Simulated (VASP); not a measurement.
An input for Ansatz (written as the equivalent of a VASP run, and not itself run):

Ansatz 0.2 input:
```yaml
crystal:
  lattice:
    - [3.9958373, 0.0000000, 0.0000000]
    - [0.0000000, 3.9958373, 0.0000000]
    - [0.0000000, 0.0000000, 3.9958373]
  atoms:
    - { symbol: K, position: [0.0000000, 0.0000000, 0.0000000] }
    - { symbol: Mg, position: [0.5000000, 0.5000000, 0.5000000] }
    - { symbol: F, position: [0.5000000, 0.0000000, 0.5000000] }
    - { symbol: F, position: [0.0000000, 0.5000000, 0.5000000] }
    - { symbol: F, position: [0.5000000, 0.5000000, 0.0000000] }
kpoints:
  mp_grid: { grid: [6, 6, 6] }
hamiltonian:
  xc: r2scan
  dispersion: rvv10
  pseudopotentials: { kind: paw }
scf:
  occupations: { method: gaussian, width: 0.05 }
  max_iter: 100
output: { forces: true, stress: true, eigenvalues: true }
```

Task: Write the VASP files for the same calculation (r2SCAN+rVV10).

Result: One answer among several that fit: 
INCAR:
```
SYSTEM  =  KMgF3
PREC  =  Accurate; ENCUT  =  520; LREAL  =  .FALSE.
LASPH  =  .TRUE.
EDIFF  =  1E-7; NELM  =  100; ALGO  =  Normal
LMIXTAU  =  .TRUE.
ISMEAR  =  0; SIGMA  =  0.05
METAGGA  =  R2SCAN; LUSE_VDW  =  .TRUE.; BPARAM  =  11.95
CPARAM  =  0.0093
ISIF  =  2
LWAVE  =  .FALSE.; LCHARG  =  .FALSE.
```

File POSCAR:
```
KMgF3
3.9958370
  1.0000000644   0.0000000000   0.0000000000
  0.0000000000   1.0000000644   0.0000000000
  0.0000000000   0.0000000000   1.0000000644
K Mg F
1 1 3
direct
  0.0000000000   0.0000000000   0.0000000000
  0.5000000000   0.5000000000   0.5000000000
  0.5000000000   0.0000000000   0.5000000000
  0.0000000000   0.5000000000   0.5000000000
  0.5000000000   0.5000000000   0.0000000000
```

### KPOINTS
```
Regular mesh
0
G
6 6 6
```

POTCAR, in this order: K_sv Mg F (PBE.64 set). Program: vasp_std.

The two are equivalent in intent, not identical: each code has its own PAW files, so the cut-off isn't converted (ENCUT is set for VASP's; basis.ecutwfc is left out, and Ansatz then takes the one that its files recommend); Ansatz stops its SCF on the density residual and VASP on the energy change (EDIFF).

The compound is KMgF3 in the cubic perovskite structure. This cell is one point of a volume scan, at 1.03 of the reference volume.
